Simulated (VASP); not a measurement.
A run of VASP 6.6.1 is set up as follows.

Contents of POSCAR:

```
Si2Mo
1.0
    0.0000000000      0.0000000000      7.9407475500
    3.2324630700      0.0000000000      0.0000000000
    0.0000000000      3.2324630700      0.0000000000
Mo Si
2 4
Direct
    0.0000000000      0.0000000000      0.0000000000
    0.5000000000      0.5000000000      0.5000000000
    0.3330000000      0.0000000000      0.0000000000
    0.8330000000      0.5000000000      0.5000000000
    0.1670000000      0.5000000000      0.5000000000
    0.6670000000      0.0000000000      0.0000000000
```

INCAR.step1

```
SYSTEM = Si2Mo
PREC = Accurate ; ENCUT = 520
ISMEAR = -1 ; SIGMA = 0.1
LREAL = .False. ; LASPH = .True.
NELM = 150 ; ISPIN = 2
MAGMOM = 0 0 0 0 0 0 ; LMAXMIX = 4
NBANDS = 35 ; GGA = PE
ALGO = Normal ; EDIFF = 1E-4
LWAVE = .True. ; LCHARG = .False.
```

The input INCAR.step2:

```
SYSTEM = Si2Mo
PREC = Accurate ; ENCUT = 520
EDIFF = 1E-6 ; ISMEAR = -1
SIGMA = 0.1 ; LREAL = .False.
LASPH = .True. ; NELM = 150
ALGO = Normal ; ISIF = 2
LWAVE = .False. ; LCHARG = .False.
ISPIN = 2 ; MAGMOM = 0 0 0 0 0 0
LORBIT = 11 ; LMAXMIX = 4
METAGGA = R2SCAN ; LMIXTAU = .True.
NBANDS = 35 ; ISTART = 1
```

File KPOINTS:

```
regular mesh
0
Gamma
  3 7 7
  0 0 0
```

Potentials or basis: VASP PAW PBE potentials, release 64 (Mo_sv, Si).

Run with:

```console
$ cat potpaw_PBE.64/Mo_sv/POTCAR potpaw_PBE.64/Si/POTCAR > POTCAR
$ cp INCAR.step1 INCAR
$ mpirun -np 1 vasp_std > vasp.out
$ cp INCAR.step2 INCAR
$ mpirun -np 1 vasp_std > vasp.out
```

Question: Predict the net moment.

Answer: 0.00 μB per cell.

Question: Predict the largest force.

Answer: 0.390 eV/Å.

Question: What does it give for the band gap on the k mesh?

Answer: None (metal or under the smearing width).

Question: Predict the pressure.

Answer: -7.2 GPa.

Forces in eV/Å, atoms in the order of the input:
```
Mo   0.000  0.000  0.000
Mo   0.000  0.000  0.000
Si   0.000  0.000  0.390
Si   0.000  0.000  0.390
Si   0.000  0.000 -0.390
Si   0.000  0.000 -0.390
```

Caveat: the PAW data sets were made with another functional, which shifts forces and pressure a little.
